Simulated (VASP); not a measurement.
Level of theory: PBE GGA, VASP's PBE PAW potentials (set 64) (plane waves; VASP).

VASP input:

INCAR:
```
! general
SYSTEM  = GePt
PREC    = Accurate
ENCUT   = 300   ! plane-wave cut-off (eV)
LREAL   = F
LASPH   = T

! electronic loop
EDIFF   = 1E-6   ! SCF stop (eV)
NELM    = 100   ! most electronic steps
ALGO    = Normal
LMAXMIX = 6   ! l cut-off of mixed one-centre charges

! smearing
ISMEAR  = -1   ! Fermi-Dirac
SIGMA   = 0.1   ! width (eV)

! functional
GGA     = PE

! ions
ISIF    = 2

! output
LWAVE   = F
LCHARG  = F
```

File KPOINTS:
```
Automatic mesh
0
Gamma
1 2 1
0 0 0
```

**POSCAR**
```
GePt
1
    5.7560100000     0.0000000000     0.0000000000
    0.0000000000     3.7300300000     0.0000000000
    0.0000000000     0.0000000000     6.1115600000
Ge Pt
4 4
Direct
  0.8139300000   0.7500000000   0.5880100000
  0.1860700000   0.2500000000   0.4119900000
  0.6860700000   0.2500000000   0.0880100000
  0.3139300000   0.7500000000   0.9119900000
  0.0018500000   0.7500000000   0.1927100000
  0.9981500000   0.2500000000   0.8072900000
  0.4981500000   0.2500000000   0.6927100000
  0.5018500000   0.7500000000   0.3072900000
```

POTCAR, in this order: Ge_d Pt (PBE.64 set). Program: vasp_std.

What VASP printed:

OSZICAR:
```
       N       E                     dE             d eps       ncg     rms          rms(c)
DAV:   1     0.936371274642E+03    0.93637E+03   -0.30602E+04   300   0.306E+03
DAV:   2     0.107364910642E+03   -0.82901E+03   -0.79124E+03   244   0.811E+02
DAV:   3    -0.392968385100E+02   -0.14666E+03   -0.14084E+03   262   0.192E+02
DAV:   4    -0.483045042579E+02   -0.90077E+01   -0.88992E+01   246   0.570E+01
DAV:   5    -0.485911682210E+02   -0.28666E+00   -0.28501E+00   270   0.944E+00    0.208E+01
DAV:   6    -0.462578122402E+02    0.23334E+01   -0.98400E+00   278   0.141E+01    0.924E+00
DAV:   7    -0.460582418242E+02    0.19957E+00   -0.67089E-01   247   0.597E+00    0.487E+00
DAV:   8    -0.459985747079E+02    0.59667E-01   -0.17200E-01   295   0.245E+00    0.677E-01
DAV:   9    -0.459970820744E+02    0.14926E-02   -0.19010E-02   270   0.119E+00    0.316E-01
DAV:  10    -0.459966845843E+02    0.39749E-03   -0.30115E-03   303   0.453E-01    0.730E-02
DAV:  11    -0.459967259738E+02   -0.41389E-04   -0.36615E-04   246   0.109E-01    0.297E-02
DAV:  12    -0.459967379825E+02   -0.12009E-04   -0.24820E-05   279   0.378E-02    0.112E-02
DAV:  13    -0.459967372330E+02    0.74943E-06   -0.23915E-06   206   0.911E-03
   1 F= -.45996737E+02 E0= -.45980995E+02  d E =-.314841E-01
```

File OUTCAR:
```
------------------------ aborting loop because EDIFF is reached ----------------------------------------
  FORCE on cell =-STRESS in cart. coord.  units (eV):
  Direction    XX          YY          ZZ          XY          YZ          ZX
  --------------------------------------------------------------------------------------
  Total       -2.7564034     -0.0485254      1.2544999     -0.0000000      0.0000000      0.0000000
  in kB      -33.6563815     -0.5925071     15.3177608     -0.0000000      0.0000000      0.0000000
  external PRESSURE =      -6.3103759 kB  Pullay stress =       0.0000000 kB
  volume of cell :      131.22
      direct lattice vectors                 reciprocal lattice vectors
     5.756010000  0.000000000  0.000000000     0.173731456  0.000000000  0.000000000
     0.000000000  3.730030000  0.000000000     0.000000000  0.268094358  0.000000000
     0.000000000  0.000000000  6.111560000     0.000000000  0.000000000  0.163624345
 POSITION                                       TOTAL-FORCE (eV/Angst)
 -----------------------------------------------------------------------------------
      4.68499      2.79752      3.59366        -0.624969     -0.000000      0.658980
      1.07102      0.93251      2.51790         0.624969      0.000000     -0.658980
      3.94903      0.93251      0.53788         0.624969      0.000000      0.658980
      1.80698      2.79752      5.57368        -0.624969     -0.000000     -0.658980
      0.01065      2.79752      1.17776         0.215365      0.000000     -0.318405
      5.74536      0.93251      4.93380        -0.215365      0.000000      0.318405
      2.86736      0.93251      4.23354        -0.215365      0.000000     -0.318405
      2.88865      2.79752      1.87802         0.215365      0.000000      0.318405
 -----------------------------------------------------------------------------------
    total drift:                                0.000000      0.000000      0.000000
  FREE ENERGIE OF THE ION-ELECTRON SYSTEM (eV)
  ---------------------------------------------------
  free  energy   TOTEN  =       -45.9967372330 eV

  energy  without entropy=      -45.9652531700  energy(sigma->0) =      -45.98099520
```
(Selected blocks of OUTCAR.)

At this cut-off the stress carries a Pulay error, which pulls relaxed volumes low.

The structure comes from a computed database's GePt entry (Pnma); how it stands against other phases isn't given here. The cell was not relaxed at this level. The k-mesh is coarse (spacing up to 1.09 per Å, 2π included), so the numbers may not be converged in it. The run is one of a series of settings (KPOINTS 1×2×1 Γ-centred mesh against the base run), some of them coarse on purpose.
